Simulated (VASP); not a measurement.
Input:

```
CSi
1.0
    1.52812    -2.64678     0.00000
    1.52812     2.64678     0.00000
    0.00000     0.00000     5.01821
Si C
2 2
Direct
  0.66667   0.33333   0.49967
  0.33333   0.66667   0.99967
  0.66667   0.33333   0.87533
  0.33333   0.66667   0.37533
```

These are optB86b-vdW, VASP's PBE PAW potentials (set 64) (plane waves; VASP 6.6.1) values and carry that method's errors. Numerical set-up: 520 eV cut-off, 8×8×5 Γ-centred mesh, Gaussian smearing of 0.050 eV, potentials Si C.

### Question
Give the stress tensor in GPa (positive for a compressed cell).

### Answer

```
6.99  0.00  0.00
0.00  6.99  0.00
0.00  0.00  6.93
```
The pressure is its mean diagonal, 6.97 GPa.

The compound is SiC in the wurtzite structure, the rare 2H polytype. This cell is one point of a volume scan, at 0.97 of the reference volume.
